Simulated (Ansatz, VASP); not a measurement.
# BaZrO3: VASP beside Ansatz, part 2 of 3

One calculation is typed for both programs; each brings its own data sets. How far apart do they land? The cell is taken from a series of runs on this material, whose earlier steps may have relaxed, scaled, displaced or heated it; both programs get it as it stands.

VASP 6.6.1 and Ansatz 0.2.0.

So far: Set-up; Ansatz: zone-centre phonons, LDA.

## (3) VASP: zone-centre phonons, LDA

Level of this step: LDA; plane waves and PAW (O, Zr_sv, Ba_sv) (VASP).

The same cell, functional (in two slightly different forms) and mesh now go to VASP, with its own data sets.

Lines of VASP's logs that name or quote its potential files are left out, and so is its time.

The input, INCAR:

```
SYSTEM = BaZrO3
PREC = Accurate
ENCUT = 600
EDIFF = 1E-08
NELM = 120
ISMEAR = 0
SIGMA = 0.01
LREAL = .FALSE.
ALGO = Normal
GGA = CA
NBANDS = 26
LASPH = .TRUE.
LORBIT = 11
LWAVE = .FALSE.
LCHARG = .FALSE.
ISIF = 2
IBRION = 8
LEPSILON = .TRUE.
GGA_COMPAT = .FALSE.
EFERMI = MIDGAP
KPAR = 2
```

The input, POSCAR:

```
BaZrO3
1.0
    4.2288633346      0.0000000000      0.0000000000
    0.0000000000      4.2288633346      0.0000000000
    0.0000000000      0.0000000000      4.2288633346
O Zr Ba
3 1 1
Direct
    0.0000000000      0.5000000000      0.5000000000
    0.5000000000      0.0000000000      0.5000000000
    0.5000000000      0.5000000000      0.0000000000
    0.5000000000      0.5000000000      0.5000000000
    0.0000000000      0.0000000000      0.0000000000
```

The input, KPOINTS:

```
Automatic mesh
0
Gamma
8 8 8
0 0 0
```

The projector-augmented-wave data sets are O, Zr_sv and Ba_sv (LDA family, release 64).

The run is started by

```console
$ mpirun -np 2 vasp_std
```

Output:

```text
[banner, memory and clock lines left out]
running    2 mpi-ranks, on    1 nodes
 distrk:  each k-point on    1 cores,    2 groups
 distr:  one band on    1 cores,    1 groups

 POSCAR found type information on POSCAR O ZrBa
 POSCAR found :  3 types and       5 ions
 LDA part: xc-table for (Slater(with rela. corr.)+CA(PZ))
 , standard interpolation
 POSCAR, INCAR and KPOINTS ok, starting setup
 FFT: planning ... GRIDC
 FFT: planning ... GRID_SOFT
 FFT: planning ... GRID
 WAVECAR not read
 entering main loop
       N       E                     dE             d eps       ncg     rms          rms(c)
DAV:   1     0.342428256285E+03    0.34243E+03   -0.23939E+04  1820   0.169E+03
DAV:   2    -0.301359444820E+02   -0.37256E+03   -0.36336E+03  2250   0.391E+02
DAV:   3    -0.525274929806E+02   -0.22392E+02   -0.22330E+02  2900   0.930E+01
DAV:   4    -0.530974111307E+02   -0.56992E+00   -0.56916E+00  2558   0.122E+01
DAV:   5    -0.531103599193E+02   -0.12949E-01   -0.12947E-01  2608   0.135E+00    0.277E+01
DAV:   6    -0.459507135288E+02    0.71596E+01   -0.42275E+01  2186   0.399E+01    0.126E+01
DAV:   7    -0.457396761705E+02    0.21104E+00   -0.33895E+00  2486   0.104E+01    0.764E+00
DAV:   8    -0.456625833964E+02    0.77093E-01   -0.38269E-01  2348   0.464E+00    0.694E-01
DAV:   9    -0.456590101523E+02    0.35732E-02   -0.47393E-02  2712   0.130E+00    0.518E-01
DAV:  10    -0.456589652020E+02    0.44950E-04   -0.13021E-02  2430   0.944E-01    0.248E-01
DAV:  11    -0.456586047957E+02    0.36041E-03   -0.23257E-03  2324   0.420E-01    0.304E-02
DAV:  12    -0.456586071227E+02   -0.23270E-05   -0.12858E-04  2552   0.784E-02    0.268E-02
DAV:  13    -0.456586037165E+02    0.34062E-05   -0.12911E-05  2312   0.243E-02    0.299E-03
DAV:  14    -0.456586037868E+02   -0.70253E-07   -0.10494E-06  2652   0.786E-03    0.470E-03
DAV:  15    -0.456586037416E+02    0.45172E-07   -0.19115E-07  2384   0.364E-03    0.637E-04
DAV:  16    -0.456586037414E+02    0.22374E-09   -0.16440E-08  1968   0.860E-04
   1 F= -.45658604E+02 E0= -.45658604E+02  d E =0.000000E+00
 Linear response reoptimize wavefunctions to high precision
DAV:   1    -0.456586037415E+02   -0.12733E-09   -0.19666E-09  1312   0.270E-04
DAV:   2    -0.456586037415E+02    0.16826E-10   -0.44949E-10  1110   0.113E-04
 Linear response G [H, r] |phi>, progress :
  Direction:   1
       N       E                     dE             d eps       ncg     rms
RMM:   1    -0.138057285273E+03   -0.13806E+03    0.10939E+03  3943   0.155E+02
RMM:   2    -0.133864965473E+03    0.41923E+01   -0.42485E+01  3409   0.305E+01
RMM:   3    -0.135297647389E+03   -0.14327E+01   -0.82558E+00  3970   0.930E+00
RMM:   4    -0.135655904424E+03   -0.35826E+00   -0.14042E+00  4257   0.356E+00
RMM:   5    -0.135731356392E+03   -0.75452E-01   -0.28565E-01  4312   0.143E+00
RMM:   6    -0.135746083001E+03   -0.14727E-01   -0.92917E-02  4379   0.615E-01
RMM:   7    -0.135749510056E+03   -0.34271E-02   -0.47773E-03  4273   0.321E-01
RMM:   8    -0.135750705922E+03   -0.11959E-02   -0.41398E-04  4258   0.182E-01
RMM:   9    -0.135751047411E+03   -0.34149E-03    0.68431E-04  4289   0.115E-01
RMM:  10    -0.135751244498E+03   -0.19709E-03   -0.85669E-05  4265   0.770E-02
RMM:  11    -0.135751362777E+03   -0.11828E-03   -0.27706E-03  4212   0.539E-02
RMM:  12    -0.135751413283E+03   -0.50506E-04   -0.18507E-03  4147   0.398E-02
RMM:  13    -0.135751443337E+03   -0.30054E-04   -0.12113E-03  4108   0.303E-02
RMM:  14    -0.135751461303E+03   -0.17967E-04   -0.20397E-04  4116   0.247E-02
RMM:  15    -0.135751470851E+03   -0.95481E-05   -0.56465E-04  4062   0.205E-02
RMM:  16    -0.135751493677E+03   -0.22826E-04   -0.46482E-04  4000   0.181E-02
RMM:  17    -0.135751507037E+03   -0.13360E-04   -0.12031E-03  3946   0.163E-02
RMM:  18    -0.135751509008E+03   -0.19712E-05   -0.38477E-04  3893   0.152E-02
RMM:  19    -0.135751506697E+03    0.23113E-05    0.28403E-04  3840   0.144E-02
RMM:  20    -0.135751509990E+03   -0.32934E-05    0.29052E-04  3795   0.139E-02
RMM:  21    -0.135751509990E+03    0.40680E-09    0.14713E-03  3767   0.135E-02
RMM:  22    -0.135751515698E+03   -0.57081E-05   -0.99207E-04  3754   0.133E-02
 Linear response G [H, r] |phi>, progress :
  Direction:   2
       N       E                     dE             d eps       ncg     rms
RMM:   1    -0.153327576491E+03   -0.15333E+03    0.97651E+02  4012   0.156E+02
RMM:   2    -0.151454190142E+03    0.18734E+01   -0.59226E+01  3371   0.320E+01
RMM:   3    -0.153264187595E+03   -0.18100E+01   -0.13466E+01  4096   0.109E+01
RMM:   4    -0.153744939997E+03   -0.48075E+00   -0.21484E+00  4380   0.421E+00
RMM:   5    -0.153844422039E+03   -0.99482E-01   -0.44990E-01  4463   0.167E+00
RMM:   6    -0.153863198452E+03   -0.18776E-01   -0.37651E-02  4499   0.712E-01
RMM:   7    -0.153866636443E+03   -0.34380E-02   -0.35446E-02  4461   0.358E-01
RMM:   8    -0.153867968159E+03   -0.13317E-02   -0.24928E-02  4422   0.203E-01
[...]
RMM:  10    -0.863312668905E+00   -0.38122E-04   -0.16302E-04  9096   0.909E-03    0.717E-04
RMM:  11    -0.863319098034E+00   -0.64291E-05   -0.11212E-04  9197   0.569E-03    0.432E-04
RMM:  12    -0.863323428267E+00   -0.43302E-05   -0.85377E-05  9028   0.391E-03    0.231E-04
RMM:  13    -0.863325073887E+00   -0.16456E-05   -0.57897E-05  8875   0.278E-03    0.528E-05
[...]
RMM:  23    -0.370499815642E+00   -0.24720E-07   -0.59565E-07  8704   0.230E-04    0.467E-06
RMM:  24    -0.370499823729E+00   -0.80864E-08   -0.67152E-08  8716   0.226E-04    0.330E-06
 first order change of Fermi-energy   0.28882E-03
 force on displaced ion       1 direction 1 : -10.032   0.000  -0.000
 Born effective charge ion    1 direction 1 :  -4.826   0.000   0.000
 Linear response progress:
  Degree of freedom:   2/  4
       N       E                     dE             d eps       ncg     rms          rms(c)
RMM:   1    -0.369413228857E+00   -0.36941E+00    0.19829E-01 12715   0.254E+00
RMM:   2    -0.360521181470E+00    0.88920E-02   -0.11152E-02 11266   0.374E-01    0.108E-01
RMM:   3    -0.361709810223E+00   -0.11886E-02   -0.18550E-03 11212   0.141E-01    0.562E-02
RMM:   4    -0.363080267388E+00   -0.13705E-02   -0.69794E-04 11440   0.107E-01    0.147E-02
RMM:   5    -0.363103167943E+00   -0.22901E-04   -0.13176E-04 13503   0.324E-02    0.476E-03
RMM:   6    -0.363134077370E+00   -0.30909E-04   -0.18194E-05 14236   0.119E-02    0.155E-03
RMM:   7    -0.363125781277E+00    0.82961E-05   -0.27390E-06 14314   0.544E-03    0.513E-04
RMM:   8    -0.363128586037E+00   -0.28048E-05    0.20548E-05 15395   0.277E-03    0.289E-04
RMM:   9    -0.363129130418E+00   -0.54438E-06    0.49399E-06 15170   0.165E-03    0.169E-04
RMM:  10    -0.363129892420E+00   -0.76200E-06    0.10352E-05 15386   0.112E-03    0.438E-05
RMM:  11    -0.363130178268E+00   -0.28585E-06    0.27668E-06 15314   0.776E-04    0.375E-05
RMM:  12    -0.363130639050E+00   -0.46078E-06    0.44188E-06 15525   0.592E-04    0.169E-05
RMM:  13    -0.363130736143E+00   -0.97093E-07    0.13860E-06 15743   0.458E-04    0.128E-05
RMM:  14    -0.363130873075E+00   -0.13693E-06    0.19964E-06 15505   0.381E-04    0.605E-06
RMM:  15    -0.363130938655E+00   -0.65580E-07    0.74043E-07 15555   0.325E-04    0.438E-06
RMM:  16    -0.363130977680E+00   -0.39024E-07    0.10616E-06 15538   0.287E-04    0.306E-06
RMM:  17    -0.363131023570E+00   -0.45890E-07    0.33948E-07 15217   0.262E-04    0.210E-06
RMM:  18    -0.363131039941E+00   -0.16370E-07    0.48091E-07 15228   0.244E-04    0.196E-06
RMM:  19    -0.363131034676E+00    0.52650E-08    0.99709E-08 14201   0.232E-04    0.259E-06
 first order change of Fermi-energy   0.15122E-03
 force on displaced ion       1 direction 2 :   0.000  -2.650   0.000
 Born effective charge ion    1 direction 2 :   0.000  -1.997   0.000
 Linear response progress:
  Degree of freedom:   3/  4
       N       E                     dE             d eps       ncg     rms          rms(c)
RMM:   1    -0.743517715925E+00   -0.74352E+00    0.22110E+00  5298   0.935E+00
RMM:   2    -0.703797741837E+00    0.39720E-01   -0.16671E-01  6283   0.176E+00    0.215E-01
RMM:   3    -0.706518562859E+00   -0.27208E-02   -0.36326E-02  7277   0.527E-01    0.797E-02
RMM:   4    -0.708387893145E+00   -0.18693E-02   -0.72504E-03  8404   0.195E-01    0.443E-02
RMM:   5    -0.708499928144E+00   -0.11203E-03   -0.54107E-04  8295   0.692E-02    0.184E-02
RMM:   6    -0.708413404646E+00    0.86523E-04   -0.10509E-04  8749   0.323E-02    0.171E-03
RMM:   7    -0.708407936918E+00    0.54677E-05   -0.39094E-05  8629   0.147E-02    0.167E-03
RMM:   8    -0.708411517777E+00   -0.35809E-05   -0.86896E-06  9059   0.761E-03    0.949E-04
RMM:   9    -0.708414695915E+00   -0.31781E-05   -0.15999E-08  9298   0.451E-03    0.482E-04
RMM:  10    -0.708417546597E+00   -0.28507E-05   -0.33034E-07  9055   0.302E-03    0.111E-04
RMM:  11    -0.708418803798E+00   -0.12572E-05   -0.17054E-07  9437   0.211E-03    0.340E-05
RMM:  12    -0.708419557379E+00   -0.75358E-06   -0.12478E-09  9593   0.158E-03    0.427E-05
RMM:  13    -0.708419445894E+00    0.11149E-06   -0.74914E-08  9643   0.125E-03    0.668E-05
RMM:  14    -0.708419506313E+00   -0.60419E-07    0.31414E-07  9462   0.105E-03    0.878E-05
RMM:  15    -0.708419595273E+00   -0.88960E-07    0.28289E-07  9389   0.895E-04    0.104E-04
RMM:  16    -0.708419603892E+00   -0.86196E-08    0.52305E-07  8992   0.804E-04    0.128E-04
RMM:  17    -0.708419823587E+00   -0.21970E-06    0.29194E-07  9225   0.721E-04    0.136E-04
RMM:  18    -0.708420076391E+00   -0.25280E-06    0.44921E-07  9258   0.648E-04    0.137E-04
RMM:  19    -0.708420096482E+00   -0.20091E-07    0.44658E-07  9718   0.590E-04    0.147E-04
 first order change of Fermi-energy  -0.12132E-04
 force on displaced ion       4 direction 1 :  -7.034  -0.000  -0.000
 Born effective charge ion    4 direction 1 :   6.110   0.000   0.000
 Linear response progress:
  Degree of freedom:   4/  4
       N       E                     dE             d eps       ncg     rms          rms(c)
RMM:   1    -0.196061354261E+00   -0.19606E+00    0.11304E-01  8079   0.162E+00
RMM:   2    -0.200502421864E+00   -0.44411E-02   -0.27444E-02  6932   0.381E-01    0.875E-02
RMM:   3    -0.201120332543E+00   -0.61791E-03   -0.23094E-03  7580   0.131E-01    0.608E-02
RMM:   4    -0.201413515620E+00   -0.29318E-03   -0.30960E-04  7458   0.711E-02    0.114E-02
RMM:   5    -0.201501422161E+00   -0.87907E-04   -0.66598E-05  8487   0.240E-02    0.660E-03
RMM:   6    -0.201566563055E+00   -0.65141E-04   -0.11265E-05  8603   0.103E-02    0.136E-03
RMM:   7    -0.201568826788E+00   -0.22637E-05   -0.22094E-06  8508   0.466E-03    0.103E-03
RMM:   8    -0.201576240854E+00   -0.74141E-05   -0.89150E-07  8821   0.249E-03    0.138E-04
RMM:   9    -0.201576573249E+00   -0.33239E-06    0.46663E-07  9117   0.136E-03    0.113E-04
RMM:  10    -0.201575876754E+00    0.69650E-06   -0.21283E-07  8883   0.916E-04    0.459E-05
RMM:  11    -0.201576186415E+00   -0.30966E-06   -0.19997E-08  9202   0.650E-04    0.308E-05
RMM:  12    -0.201576336396E+00   -0.14998E-06   -0.37177E-07  9171   0.507E-04    0.119E-05
RMM:  13    -0.201576400075E+00   -0.63679E-07   -0.83738E-08  9355   0.420E-04    0.451E-06
RMM:  14    -0.201576367558E+00    0.32517E-07   -0.83310E-08  9309   0.363E-04    0.631E-06
RMM:  15    -0.201576380872E+00   -0.13315E-07   -0.42580E-08  9282   0.329E-04    0.202E-06
RMM:  16    -0.201576365434E+00    0.15438E-07   -0.14792E-07  9146   0.304E-04    0.439E-06
RMM:  17    -0.201576373021E+00   -0.75865E-08   -0.38736E-08  8893   0.289E-04    0.247E-06
 first order change of Fermi-energy  -0.17807E-03
 force on displaced ion       5 direction 1 :  -2.889  -0.000   0.000
 Born effective charge ion    5 direction 1 :   2.710   0.000   0.000
 Born effective charges drift removed
 Linear response finished
```

(Continued in part 3 of 3.)

[Lines on the potential files, build, host, timing and source positions are cut from VASP's logs without a mark.]

[Logs are printed without paths, hosts, clocks, repeated set-up lines and the standing remarks that a program may print on its own settings, such as how far it seeks lower states.]

[Hosts, paths, dates, database ids (printed as entryN), source tags and the programs' standing remarks are cut or masked in the printed files.]
